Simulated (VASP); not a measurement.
Calculation: vdW-DF2, VASP's PBE PAW potentials (set 64) (plane waves; VASP).

VASP input:

### INCAR
```
SYSTEM = CoSi2
PREC = Accurate; ENCUT = 520; LREAL = .False.
LASPH = .True.
EDIFF = 1E-7; NELM = 100; ALGO = Normal
LMAXMIX = 4
ISMEAR = 1; SIGMA = 0.1
GGA = ML; LUSE_VDW = .True.; AGGAC = 0.0
ZAB_VDW = -1.8867
ISIF = 2
LWAVE = .False.; LCHARG = .False.
```

### POSCAR
```
CoSi2
1.0
  0.0000000000   2.7061763718   2.7061763718
  2.7061763718   0.0000000000   2.7061763718
  2.7061763718   2.7061763718   0.0000000000
Co Si
1 2
Cartesian
  0.0000000000   0.0000000000   0.0000000000
  1.3530881859   1.3530881859   1.3530881859
  4.0592645577   4.0592645577   4.0592645577
```

### KPOINTS
```
Automatic mesh
0
Gamma
10 10 10
0 0 0
```

POTCAR, in this order: Co Si (PBE.64 set). Program: vasp_std.

The resulting files:

**OUTCAR**
```
 ion  position               nearest neighbor table
   1  0.000  0.000  0.000-   3 2.34   3 2.34   3 2.34   2 2.34   3 2.34   2 2.34   2 2.34   2 2.34
  LATTYP: Found a face centered cubic cell.
 ALAT       =     5.4123527436
 Subroutine PRICEL returns:
 Original cell was already a primitive cell.
 Subroutine GETGRP returns: Found 48 space group operations
The static configuration has the point symmetry O_h .
The dynamic configuration has the point symmetry O_h .
 Subroutine INISYM returns: Found 48 space group operations
 Subroutine IBZKPT returns following result:
 Found     47 irreducible k-points:

 Following reciprocal coordinates:
            Coordinates               Weight
  0.000000  0.000000  0.000000      1.000000
  0.100000  0.000000  0.000000      8.000000
  0.200000  0.000000  0.000000      8.000000
  0.300000  0.000000  0.000000      8.000000
  0.400000  0.000000  0.000000      8.000000
  0.500000  0.000000  0.000000      4.000000
  0.100000  0.100000  0.000000      6.000000
  0.200000  0.100000  0.000000     24.000000
  0.300000  0.100000  0.000000     24.000000
  0.400000  0.100000  0.000000     24.000000
...
```

### OSZICAR
```
       N       E                     dE             d eps       ncg     rms          rms(c)
DAV:   1     0.788064851965E+02    0.78806E+02   -0.70296E+03  1136   0.134E+03
DAV:   2    -0.783294136838E+01   -0.86639E+02   -0.81092E+02  1140   0.253E+02
DAV:   3    -0.123453306777E+02   -0.45124E+01   -0.43260E+01  1428   0.667E+01
DAV:   4    -0.124619675926E+02   -0.11664E+00   -0.11599E+00  1384   0.103E+01
DAV:   5    -0.124658276922E+02   -0.38601E-02   -0.38591E-02  1536   0.195E+00    0.118E+01
DAV:   6    -0.154414755076E+02   -0.29756E+01   -0.29832E+01  1456   0.117E+02    0.158E+01
DAV:   7    -0.115403712929E+02    0.39011E+01   -0.13155E+01  1528   0.937E+01    0.258E+00
DAV:   8    -0.115953620493E+02   -0.54991E-01   -0.81925E-01  1336   0.744E+00    0.176E+00
DAV:   9    -0.115735300654E+02    0.21832E-01   -0.10188E-01  1428   0.706E+00    0.356E-01
DAV:  10    -0.115736908856E+02   -0.16082E-03   -0.74129E-03  1332   0.113E+00    0.708E-02
DAV:  11    -0.115736640837E+02    0.26802E-04   -0.36112E-04  1768   0.359E-01    0.350E-02
DAV:  12    -0.115736666857E+02   -0.26020E-05   -0.38831E-05  1272   0.723E-02    0.143E-02
DAV:  13    -0.115736649117E+02    0.17740E-05   -0.52627E-06  1780   0.284E-02    0.496E-03
DAV:  14    -0.115736656375E+02   -0.72580E-06   -0.61370E-07  1320   0.890E-03    0.373E-03
DAV:  15    -0.115736658255E+02   -0.18805E-06   -0.35347E-07  1256   0.121E-02    0.118E-03
DAV:  16    -0.115736658506E+02   -0.25075E-07   -0.55976E-08   700   0.189E-03
   1 F= -.11573666E+02 E0= -.11573880E+02  d E =0.641805E-03
```

**OUTCAR**
```
------------------------ aborting loop because EDIFF is reached ----------------------------------------
  FORCE on cell =-STRESS in cart. coord.  units (eV):
  Direction    XX          YY          ZZ          XY          YZ          ZX
  --------------------------------------------------------------------------------------
  Total        1.1297477      1.1297477      1.1297477      0.0000000     -0.0000000      0.0000000
  in kB       45.6660815     45.6660815     45.6660815      0.0000000     -0.0000000      0.0000000
  external PRESSURE =      45.6660815 kB  Pullay stress =       0.0000000 kB
  volume of cell :       39.64
      direct lattice vectors                 reciprocal lattice vectors
     0.000000000  2.706176372  2.706176372    -0.184762533  0.184762533  0.184762533
     2.706176372  0.000000000  2.706176372     0.184762533 -0.184762533  0.184762533
     2.706176372  2.706176372  0.000000000     0.184762533  0.184762533 -0.184762533
 POSITION                                       TOTAL-FORCE (eV/Angst)
 -----------------------------------------------------------------------------------
      0.00000      0.00000      0.00000         0.000000     -0.000000     -0.000000
      1.35309      1.35309      1.35309        -0.000000     -0.000000     -0.000000
      4.05926      4.05926      4.05926         0.000000      0.000000      0.000000
 -----------------------------------------------------------------------------------
    total drift:                               -0.000000     -0.000000      0.000000
  FREE ENERGIE OF THE ION-ELECTRON SYSTEM (eV)
  ---------------------------------------------------
  free  energy   TOTEN  =       -11.5736658506 eV

  energy  without entropy=      -11.5743076556  energy(sigma->0) =      -11.57387979
```
(Selected blocks of OUTCAR.)

The compound is CoSi2 in the fluorite structure. This cell is one point of a volume scan, at 0.97 of the reference volume. The run is not spin-polarised, so no magnetic state was tried. The electron count is odd and the run is not spin-polarised, which forces a metal.
